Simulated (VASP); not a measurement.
# Tellurium: structure and properties in VASP, part 3 of 4

Aim: relax Tellurium with r2SCAN, compute its properties on that cell and hold them against experiment. The start is a cell from a database of measured crystal structures.

VASP 6.6.1, plane waves and PAW; the level of theory is named at each step.

So far, gap on the k-mesh (eV): step 2 (full relaxation (r2SCAN)) 0.785; step 3 (second relaxation) 0.785. The relaxed cell has a = 4.605, c = 5.919 Å (conventional setting).

The database entry behind the starting cell differs from later determinations by our own check (inner coordinate of an old entry), so it need not match the best structure at ambient conditions.

### Step 6. Density of states (r2SCAN)

Level of this step: r2SCAN; plane waves and PAW (Te) (VASP).

Here the states are counted by energy and projected on the atoms. The mesh is finer than in the run before.

INCAR

```
SYSTEM = Te
PREC = Accurate
ENCUT = 400
EDIFF = 1E-06
NELM = 100
ISMEAR = -5
SIGMA = 0.05
LREAL = .FALSE.
ALGO = Normal
METAGGA = R2SCAN
LASPH = .TRUE.
NBANDS = 22
LORBIT = 11
LWAVE = .FALSE.
LCHARG = .FALSE.
KPAR = 2
NEDOS = 2001
```

POSCAR

```
Te
1.0
    4.6053105293      0.0000000000      0.0000000000
   -2.3026552646      3.9883159107      0.0000000000
    0.0000000000      0.0000000000      5.9185311832
Te
3
Direct
    0.2547234923      0.0000000000      0.3333333333
    0.0000000000      0.2547234923      0.6666666667
    0.7452765077      0.7452765077      0.0000000000
```

KPOINTS

```
Automatic mesh
0
Gamma
7 7 5
0 0 0
```

PAW data sets: Te (PBE family, release 64).

Launch:

```console
mpirun -np 2 vasp_std
```

What it wrote:

```text
[... set-up lines as in an earlier step ...]
 entering main loop
       N       E                     dE             d eps       ncg     rms          rms(c)
DAV:   1    -0.945687629724E+01   -0.94569E+01   -0.54380E+03  1408   0.539E+02
DAV:   2    -0.753431512909E+02   -0.65886E+02   -0.62794E+02  1728   0.104E+02
DAV:   3    -0.792619263491E+02   -0.39188E+01   -0.38880E+01  1768   0.258E+01
DAV:   4    -0.793225776216E+02   -0.60651E-01   -0.60643E-01  1762   0.382E+00
DAV:   5    -0.793236956830E+02   -0.11181E-02   -0.11181E-02  1784   0.472E-01    0.953E+00
DAV:   6    -0.762212482619E+02    0.31024E+01   -0.40387E-01  1450   0.352E+00    0.696E+00
DAV:   7    -0.762467702453E+02   -0.25522E-01   -0.82347E-02  1768   0.150E+00    0.188E+00
DAV:   8    -0.762433921005E+02    0.33781E-02   -0.11293E-02  1582   0.507E-01    0.128E-01
DAV:   9    -0.762435037168E+02   -0.11162E-03   -0.62658E-04  1780   0.113E-01    0.866E-02
DAV:  10    -0.762436754003E+02   -0.17168E-03   -0.17783E-04  1576   0.685E-02    0.293E-02
DAV:  11    -0.762436980594E+02   -0.22659E-04   -0.32112E-05  1736   0.293E-02    0.703E-03
DAV:  12    -0.762436973205E+02    0.73893E-06   -0.19519E-06  1546   0.706E-03
   1 F= -.76243697E+02 E0= -.76243697E+02  d E =0.000000E+00
```

Elapsed: 3.9 min, on 2 MPI ranks of AMD EPYC 7R43, shared host; peak memory 0.32 GiB.

Parts of OUTCAR (step 6):

```text
   k-points           NKPTS =     32   k-points in BZ     NKDIM =     32   number of bands    NBANDS=     22

   NELECT =      18.0000    total number of electrons

 E-fermi :   4.8292

 k-point     1 :       0.0000    0.0000    0.0000
  band No.  band energies     occupation
    ...
      5       2.0100      2.00000
      6       2.0100      2.00000
      7       3.3107      2.00000
      8       3.3107      2.00000
      9       4.3165      2.00000
     10       6.2002      0.00000
     11       6.2002      0.00000
     12       6.7509      0.00000
     13      10.4088      0.00000
     14      10.4088      0.00000
    ...

  Total        0.0045716      0.0045716     -0.0290031      0.0000000      0.0000000     -0.0000000
  in kB        0.0673778      0.0673778     -0.4274576      0.0000000      0.0000000     -0.0000000
  external PRESSURE =      -0.0975674 kB  Pullay stress =       0.0000000 kB

 POSITION                                       TOTAL-FORCE (eV/Angst)
 -----------------------------------------------------------------------------------
      1.17308      0.00000      1.97284         0.010934     -0.000000      0.000000
     -0.58654      1.01592      3.94569        -0.005467      0.009469      0.000000
      1.71611      2.97240      0.00000        -0.005467     -0.009469      0.000000
 -----------------------------------------------------------------------------------
    total drift:                                0.000001      0.000001      0.000000

  FREE ENERGIE OF THE ION-ELECTRON SYSTEM (eV)
  ---------------------------------------------------
  free  energy   TOTEN  =       -76.2436973205 eV

  energy  without entropy=      -76.2436973205  energy(sigma->0) =      -76.24369732

[... 7 parts as in an earlier step ...]

[... 9 further parts left out ...]
```

Numbers from this step:

```
irreducible k-points           : 32
free energy (TOTEN)            : -76.2437 eV
Fermi energy                   : 4.829 eV
pressure                       : -0.009757 GPa
valence top at k               : 0.2857, 0.2857, 0.4
conduction bottom at k         : 0, 0, 0.4
least direct gap at k          : 0.2857, 0.2857, 0.4
gap on the k-mesh              : 0.9555 eV
least direct gap on the k-mesh : 1.070 eV
```

The density of states has structure finer than the step of the table below, so its rows give means over 0.5 eV, whole bins alone (the curve runs from -12.0 to 7.00 eV). Peaks (eV: height): total -4.33: 4.24, -1.30: 3.98, 1.45: 4.25, 2.10: 4.20; Te p -4.33: 1.87, -1.30: 1.83, 1.45: 1.99, 2.10: 2.10; Te s -11.83: 1.58, -11.18: 0.936, -9.81: 1.70; Te d 2.10: 0.137, 5.20: 0.413, 5.92: 0.369, 6.57: 0.427.

States under -12.0 eV and over 7.0 eV are left out. The density of states by energy, zero at the valence-band top; means over each step; values in states/eV/cell:

```tsv
energy (eV)	total	Te p	Te s	Te d
-11.5	1.13	0.0335	0.739	0.00332
-11.0	1.30	0.0407	0.858	0.00365
-10.5	0.407	0.0133	0.273	0.00109
-10.0	1.92	0.0532	1.32	0.00472
-9.5	1.28	0.0349	0.897	0.00204
-9.0	0.467	0.0118	0.344	4.4e-4
-8.5	0.144	0.00286	0.111	0
-8.0	0	0	0	0
-7.5	0	0	0	0
-7.0	0	0	0	0
-6.5	0	0	0	0
-6.0	0	0	0	0
-5.5	0.00557	0.00225	4.8e-5	1.7e-5
-5.0	1.25	0.515	0.0136	0.00558
-4.5	3.10	1.34	0.0399	0.0204
-4.0	2.76	1.23	0.0646	0.0207
-3.5	2.22	0.980	0.0678	0.0141
-3.0	2.42	1.09	0.0799	0.0153
-2.5	1.21	0.508	0.0428	0.0122
-2.0	1.95	0.832	0.0593	0.0227
-1.5	3.22	1.46	0.0957	0.0381
-1.0	3.29	1.57	0.0917	0.0381
-0.5	2.12	1.05	0.0674	0.0257
0.0	0.348	0.174	0.0157	0.00452
0.5	0	0	0	0
1.0	0.701	0.327	0.0317	0.0172
1.5	3.55	1.67	0.157	0.0916
2.0	3.25	1.61	0.0748	0.102
2.5	2.46	1.31	0.0392	0.0745
3.0	1.33	0.760	0.0170	0.0354
3.5	0.619	0.378	0.00717	0.0133
4.0	0.0945	0.0211	5.0e-4	0.00909
4.5	0.759	0.0626	0.00263	0.0963
5.0	2.17	0.168	0.00702	0.293
5.5	1.17	0.0953	0.00498	0.159
6.0	1.85	0.131	0.0102	0.289
6.5	2.12	0.155	0.0186	0.349
```

The gap on this mesh is 0.96 eV, over the 0.48 eV of the band run, since this mesh misses a band edge. In the top eV of the valence band the largest shares in the PAW spheres are Te p 49 %; in the lowest eV of the conduction band, Te p 47 %. The rest lies in smaller channels or between the spheres.

### Step 7. Vibrations at Γ (r2SCAN)

Zone-centre modes test whether the atoms sit at a minimum within this cell. IBRION = 6 takes the force constants from differences of forces between displaced cells, so the forces must be tight.

INCAR

```
SYSTEM = Te
PREC = Accurate
ENCUT = 400
EDIFF = 1E-08
NELM = 100
ISMEAR = 0
SIGMA = 0.05
LREAL = .FALSE.
ALGO = Normal
METAGGA = R2SCAN
LASPH = .TRUE.
NBANDS = 15
LORBIT = 11
LWAVE = .FALSE.
LCHARG = .FALSE.
KPAR = 2
IBRION = 6
NFREE = 2
POTIM = 0.015
ISIF = 2
NSW = 1
```

POSCAR is that of step 6.

KPOINTS

```
Automatic mesh
0
Gamma
5 5 4
0 0 0
```

Launch:

```console
mpirun -np 2 vasp_std
```

What it wrote:

```text
[... set-up lines as in an earlier step ...]
 entering main loop
       N       E                     dE             d eps       ncg     rms          rms(c)
[... 11 cycles as in an earlier step ...]
DAV:  12    -0.762420107692E+02   -0.86752E-07   -0.57557E-06   650   0.150E-02    0.520E-03
DAV:  13    -0.762420104311E+02    0.33810E-06   -0.41893E-07   736   0.501E-03    0.228E-03
DAV:  14    -0.762420104352E+02   -0.40841E-08   -0.19488E-08   593   0.913E-04
   1 F= -.76242010E+02 E0= -.76242010E+02  d E =-.258155E-16
 Found     3 degrees of freedom:
 Finite differences POTIM= 0.01500 DOF=   3
 bond charge predicted
       N       E                     dE             d eps       ncg     rms          rms(c)
DAV:   1    -0.762409490081E+02    0.10614E-02   -0.94009E-02   990   0.164E+00    0.152E-01
DAV:   2    -0.762415837573E+02   -0.63475E-03   -0.28172E-03  1235   0.347E-01    0.347E-02
DAV:   3    -0.762415929670E+02   -0.92097E-05   -0.48553E-05  1294   0.513E-02    0.366E-02
DAV:   4    -0.762415939718E+02   -0.10048E-05   -0.22418E-06  1277   0.103E-02    0.285E-02
DAV:   5    -0.762415941195E+02   -0.14773E-06   -0.39895E-06  1123   0.138E-02    0.551E-03
DAV:   6    -0.762415942335E+02   -0.11399E-06   -0.17733E-07  1483   0.282E-03    0.303E-03
DAV:   7    -0.762415945043E+02   -0.27074E-06   -0.35416E-08  1116   0.115E-03    0.752E-04
DAV:   8    -0.762415945130E+02   -0.87034E-08   -0.18262E-09   593   0.311E-04
   2 F= -.76241595E+02 E0= -.76241595E+02  d E =-.959185E-17
[...]
3 F= -.76241492E+02 E0= -.76241492E+02  d E =-.524721E-16
[...]
4 F= -.76241720E+02 E0= -.76241720E+02  d E =-.215291E-16
[...]
5 F= -.76241720E+02 E0= -.76241720E+02  d E =-.215283E-16
[...]
6 F= -.76241357E+02 E0= -.76241357E+02  d E =-.117252E-15
 Finite differences progress:
  Degree of freedom:   3/  3
  Displacement:        1/  2
  Total:               5/  6
 bond charge predicted
       N       E                     dE             d eps       ncg     rms          rms(c)
DAV:   1    -0.762391533715E+02    0.22041E-02   -0.23964E-01  1558   0.257E+00    0.343E-01
DAV:   2    -0.762412587869E+02   -0.21054E-02   -0.92393E-03  1950   0.611E-01    0.161E-01
DAV:   3    -0.762413423771E+02   -0.83590E-04   -0.39707E-04  1957   0.127E-01    0.843E-02
DAV:   4    -0.762413538031E+02   -0.11426E-04   -0.23976E-05  2056   0.337E-02    0.408E-02
DAV:   5    -0.762413579834E+02   -0.41803E-05   -0.63069E-06  1901   0.175E-02    0.925E-03
DAV:   6    -0.762413583228E+02   -0.33942E-06   -0.68425E-07  2020   0.585E-03    0.261E-03
DAV:   7    -0.762413583388E+02   -0.15971E-07   -0.58647E-08  1894   0.175E-03    0.596E-04
DAV:   8    -0.762413583458E+02   -0.70355E-08   -0.13866E-08  1178   0.783E-04
   7 F= -.76241358E+02 E0= -.76241358E+02  d E =-.117178E-15
 Finite differences progress:
  Degree of freedom:   3/  3
  Displacement:        2/  2
  Total:               6/  6
```

Wall time 18 min (2 MPI ranks); peak memory 0.38 GiB; 36 min of CPU time.

From OUTCAR (step 7):

```text
   NELECT =      18.0000    total number of electrons

 E-fermi :   5.2401

 k-point     1 :       0.0000    0.0000    0.0000
  band No.  band energies     occupation
    ...
      5       2.0088      2.00000
      6       2.0135      2.00000
      7       3.3090      2.00000
      8       3.3129      2.00000
      9       4.3173      2.00000
     10       6.1805      0.00000
     11       6.2207      0.00000
     12       6.7513      0.00000
     13      10.3971      0.00000
     14      10.4210      0.00000
    ...

  Total        0.0114850      0.0102048     -0.0085230      0.0487330      0.0008657      0.1166035
  in kB        0.1692692      0.1504016     -0.1256150      0.7182435      0.0127583      1.7185400
  external PRESSURE =       0.0646853 kB  Pullay stress =       0.0000000 kB

 POSITION                                       TOTAL-FORCE (eV/Angst)
 -----------------------------------------------------------------------------------
      1.17308      0.00000      1.95784         0.005225      0.015474      0.086998
     -0.58654      1.01592      3.94569         0.010809     -0.003984     -0.042708
      1.71611      2.97240      0.00000        -0.016034     -0.011490     -0.044291
 -----------------------------------------------------------------------------------
    total drift:                               -0.000010     -0.000011      0.000080

  FREE ENERGIE OF THE ION-ELECTRON SYSTEM (eV)
  ---------------------------------------------------
  free  energy   TOTEN  =       -76.2413583458 eV

  energy  without entropy=      -76.2413583458  energy(sigma->0) =      -76.24135835

 Eigenvectors and eigenvalues of the dynamical matrix
 ----------------------------------------------------

   1 f  =    4.301182 THz    27.025124 2PiTHz  143.471992 cm-1    17.788252 meV
             X         Y         Z           dx          dy          dz
      1.173081  0.000000  1.972844    -0.010865    0.231076    0.747258
     -0.586540  1.015918  3.945687     0.205559   -0.106145   -0.404054
      1.716115  2.972398  0.000000    -0.194695   -0.124963   -0.343204

   2 f  =    4.301182 THz    27.025124 2PiTHz  143.471992 cm-1    17.788252 meV
             X         Y         Z           dx          dy          dz
      1.173081  0.000000  1.972844    -0.231097   -0.010864   -0.035132
     -0.586540  1.015918  3.945687     0.106124    0.205560   -0.629578
      1.716115  2.972398  0.000000     0.124942   -0.194694    0.664710

   3 f  =    3.870336 THz    24.318035 2PiTHz  129.100497 cm-1    16.006414 meV
             X         Y         Z           dx          dy          dz
      1.173081  0.000000  1.972844     0.577350   -0.000000   -0.000000
     -0.586540  1.015918  3.945687    -0.288675    0.500000    0.000000
      1.716115  2.972398  0.000000    -0.288675   -0.500000    0.000000

   4 f  =    2.660443 THz    16.716059 2PiTHz   88.742840 cm-1    11.002705 meV
             X         Y         Z           dx          dy          dz
      1.173081  0.000000  1.972844    -0.434488   -0.301519    0.186373
     -0.586540  1.015918  3.945687    -0.043319    0.526991    0.139682
      1.716115  2.972398  0.000000     0.478607   -0.226027   -0.326055

   5 f  =    2.660443 THz    16.716059 2PiTHz   88.742840 cm-1    11.002705 meV
             X         Y         Z           dx          dy          dz
      1.173081  0.000000  1.972844     0.301149   -0.435022    0.268893
     -0.586540  1.015918  3.945687    -0.527361   -0.043852   -0.295850
      1.716115  2.972398  0.000000     0.225657    0.478074    0.026957

   6 f  =    2.431339 THz    15.276551 2PiTHz   81.100729 cm-1    10.055204 meV
             X         Y         Z           dx          dy          dz
      1.173081  0.000000  1.972844     0.000000   -0.577350    0.000454
     -0.586540  1.015918  3.945687     0.500000    0.288675    0.000454
      1.716115  2.972398  0.000000    -0.500000    0.288675    0.000454

   7 f/i=    0.001498 THz     0.009414 2PiTHz    0.049979 cm-1     0.006197 meV
             X         Y         Z           dx          dy          dz
      1.173081  0.000000  1.972844    -0.408350   -0.408146   -0.000140
     -0.586540  1.015918  3.945687    -0.407860   -0.408278    0.000191
      1.716115  2.972398  0.000000    -0.408219   -0.408637   -0.000051

   8 f/i=    0.001498 THz     0.009414 2PiTHz    0.049979 cm-1     0.006197 meV
             X         Y         Z           dx          dy          dz
      1.173081  0.000000  1.972844     0.408561   -0.407936   -0.000140
     -0.586540  1.015918  3.945687     0.408429   -0.408426   -0.000051
      1.716115  2.972398  0.000000     0.408070   -0.408067    0.000191

   9 f/i=    0.001911 THz     0.012008 2PiTHz    0.063747 cm-1     0.007904 meV
             X         Y         Z           dx          dy          dz
      1.173081  0.000000  1.972844     0.000000   -0.000454   -0.577350
     -0.586540  1.015918  3.945687     0.000393    0.000227   -0.577350
      1.716115  2.972398  0.000000    -0.000393    0.000227   -0.577350

 ELASTIC MODULI CONTR FROM IONIC RELAXATION (kBar)
 Direction    XX          YY          ZZ          XY          YZ          ZX
 --------------------------------------------------------------------------------
 XX        -301.0011   -125.4325   -263.0497     -0.0000   -123.5681     -0.0000
 YY        -125.4325   -301.0011   -263.0497     -0.0000    123.5681      0.0000
 ZZ        -263.0497   -263.0497   -324.5295     -0.0000     -0.0000      0.0000
 XY          -0.0000     -0.0000     -0.0000    -87.7843      0.0000   -123.5684
 YZ        -123.5681    123.5681     -0.0000      0.0000   -211.4066     -0.0000
 ZX          -0.0000      0.0000      0.0000   -123.5684     -0.0000   -211.4076
 --------------------------------------------------------------------------------

[... 10 parts as in an earlier step ...]

[... 7 further parts left out ...]
```

The last energy, forces, stress and levels in OUTCAR belong to the last displaced cell, not to the cell of POSCAR.

This step gave:

| Quantity | Value |
| --- | --- |
| bands | 15 |
| irreducible k-points | 17 |
| pressure of the cell | 0.003507 GPa |
| largest force of the cell | 0.003972 eV/Å |

Transverse limit, no LO-TO splitting. Modes at Γ:

```tsv
mode	frequency (cm⁻¹)	symmetry
1	-0.1	acoustic
2	0.0	acoustic
3	0.0	acoustic
4	81.1	A2
5	88.7	E
6	88.7	E
7	129.1	A1
8	143.5	E
9	143.5	E
```

Displacements in mode 4 (81.1 cm⁻¹), the largest set to 1:
```
Te1  0.00 -1.00  0.00
Te2  0.87  0.50  0.00
Te3 -0.87  0.50  0.00
```

Displacements in mode 9 (143.5 cm⁻¹), the largest set to 1:
```
Te1 -0.01  0.31  1.00
Te2  0.28 -0.14 -0.54
Te3 -0.26 -0.17 -0.46
```

The three acoustic modes lie within 0.1 cm⁻¹ of zero, and all others are real. By the characters of their eigenvectors the optical modes sort into (cm⁻¹) Raman active: E 89, A1 129, E 143; infrared active: A2 81, E 89, E 143.

(Part 3 of 4 ends here.)

[Lines on the potential files, build, host, timing and source positions are cut from VASP's logs without a mark.]

[Logs are printed without paths, hosts, clocks, repeated set-up lines and the standing remarks that a program may print on its own settings, such as how far it seeks lower states.]

[Hosts, paths, dates, database ids (printed as entryN), source tags and the programs' standing remarks are cut or masked in the printed files.]

[A measured line is paired with the nearest computed mode of its activity, which favours agreement.]
